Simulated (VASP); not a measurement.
Base run

VASP input. INCAR
```
ISMEAR = -1
SIGMA = 0.1
ISIF = 2
LHFCALC = .TRUE.
GGA = PE
HFSCREEN = 0.20787
NBANDS = 15
LASPH = .TRUE.
LMAXMIX = 4
NELM = 60
LREAL = .FALSE.
EDIFF = 1E-8
ALGO = Normal
PREC = Accurate
ENCUT = 520.0
ISTART = 1
ICHARG = 0
NELMIN = 4
```

KPOINTS
```
mesh
0
Gamma
4 4 4
0 0 0
```

POSCAR
```
ZrC
1.0
     0.000000    2.355000    2.355000
     2.355000    0.000000    2.355000
     2.355000    2.355000    0.000000
Zr C
1 1
Direct
  0.007355 0.007355 0.007355
  0.500000 0.500000 0.500000
```

Potentials (PBE.64), in the order of POSCAR: Zr_sv C

The WAVECAR comes from an earlier, cheaper step on the same cell.

VASP prints the stress at a fixed plane-wave basis, so it holds the Pulay stress of this cutoff.

It gives a pressure of -2.54 GPa and an rms force of 0.142 eV/Å.

Task: What changes with LREAL = Auto in place of reciprocal-space projectors?

Result: The pressure goes up by 0.03 GPa, the forces move by 0.5 meV/Å (rms), and the free energy changes by -0.08 meV/atom.

Task: What changes with PRECFOCK = Fast?

Result: The pressure rises by 0.01 GPa, the forces move by 0.2 meV/Å (rms), and the free energy changes by -0.09 meV/atom.

Task: What changes with HFRCUT = -1?

Result: The pressure increases by 0.04 GPa, the forces move by 0.7 meV/Å (rms), and the free energy changes by +1.05 meV/atom.

The k-mesh is coarse, so these values belong to this mesh and can lie far from the converged ones. Potentials made with PBE were used with another functional.
